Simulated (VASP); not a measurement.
Here is a VASP 6.6.1 calculation.

Contents of INCAR:

```
PREC = Accurate
ENCUT = 600
EDIFF = 1E-6
ISMEAR = 0
SIGMA = 0.05
LREAL = False
LASPH = True
NELM = 120
ALGO = Fast
ISIF = 3
LWAVE = False
LCHARG = False
ISPIN = 2
MAGMOM = 0 2 0
LORBIT = 11
LMAXMIX = 4
GGA = PE
IBRION = 2
NSW = 60
EDIFFG = -0.005
```

The input KPOINTS:

```
Automatic mesh
0
Gamma
  9 9 4
```

File POSCAR:

```
NaVP
1.0
    3.0712563300      0.0000000000      0.0000000000
    0.0000000000      3.0712563300      0.0000000000
    0.0000000000      0.0000000000      6.7568593500
Na V P
1 1 1
Direct
    0.5000000000      0.5000000000      0.0000000000
    0.5000000000      0.5000000000      0.5000000000
    0.0000000000      0.0000000000      0.5000000000
```

Potentials or basis: VASP PAW PBE potentials, release 64 (Na_pv, V_sv, P).

The run is started by

```sh
$ cat potpaw_PBE.64/Na_pv/POTCAR potpaw_PBE.64/V_sv/POTCAR potpaw_PBE.64/P/POTCAR > POTCAR
$ mpirun -np 1 vasp_std > vasp.out
```

Q: Predict the relaxed volume.

A: 22.56 Å³/atom.

Q: Estimate the band gap on the k mesh.

A: None (metal or under the smearing width).

Final structure:
```xyz
3
Lattice="3.3512 0.0000 0.0000 0.0000 3.3512 0.0000 0.0000 0.0000 6.0265" Properties=species:S:1:pos:R:3 pbc="T T T"
Na    1.6756    1.6756    0.0000
V     1.6756    1.6756    3.0132
P     0.0000    0.0000    3.0132
```
